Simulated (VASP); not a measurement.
A convergence study with VASP on AuZn (CsCl type): one setting is varied, all else stays as given below, so the limit is that of these other settings. Each run relaxes cell and ions from the cell shown. The basis is that of the starting cell, so low cut-offs carry a Pulay error.

```
AuZn
1.0
    3.15000     0.00000     0.00000
    0.00000     3.15000     0.00000
    0.00000     0.00000     3.15000
Zn Au
1 1
Direct
  0.50000   0.50000   0.50000
  0.00000   0.00000   0.00000
```

Level of theory: PBE GGA, VASP's PBE PAW potentials (set 64) (plane waves; VASP 6.6.1). The tightest run used: 700 eV cut-off, 10×10×10 Γ-centred mesh, first-order Methfessel-Paxton smearing of 0.10 eV, potentials Zn Au.

**Question.** The settings run are ENCUT = 200; ENCUT = 250; ENCUT = 300; ENCUT = 350; ENCUT = 400; ENCUT = 450; ENCUT = 500; ENCUT = 550; ENCUT = 600; ENCUT = 650; ENCUT = 700. From which on does the relaxed volume stay within 0.02 Å³/atom of the tightest run?

**Answer.** From ENCUT = 450 on: it is off by 0.016 there and by no more than 0.02 in any finer run, while ENCUT = 400 is off by 0.052.
```tsv
setting	relaxed volume (Å³/atom)	E (eV/atom)	plane waves	difference judged (Å³/atom)
ENCUT = 200	13.750	-2.4179	208	2.425
ENCUT = 250	15.593	-2.3629	292	0.583
ENCUT = 300	16.110	-2.3766	381	0.065
ENCUT = 350	16.087	-2.3722	480	0.089
ENCUT = 400	16.124	-2.3730	587	0.052
ENCUT = 450	16.160	-2.3743	697	0.016
ENCUT = 500	16.170	-2.3746	840	0.006
ENCUT = 550	16.170	-2.3745	934	0.006
ENCUT = 600	16.171	-2.3745	1064	0.004
ENCUT = 650	16.174	-2.3746	1208	0.002
ENCUT = 700	16.176	-2.3746	1357	0.000
```

Left out are rungs that failed or repeat a setting and relaxations that didn't move; long series are thinned to 24 rows.

The compound is AuZn in the CsCl type structure. The electron count is odd and the run is not spin-polarised, which forces a metal.
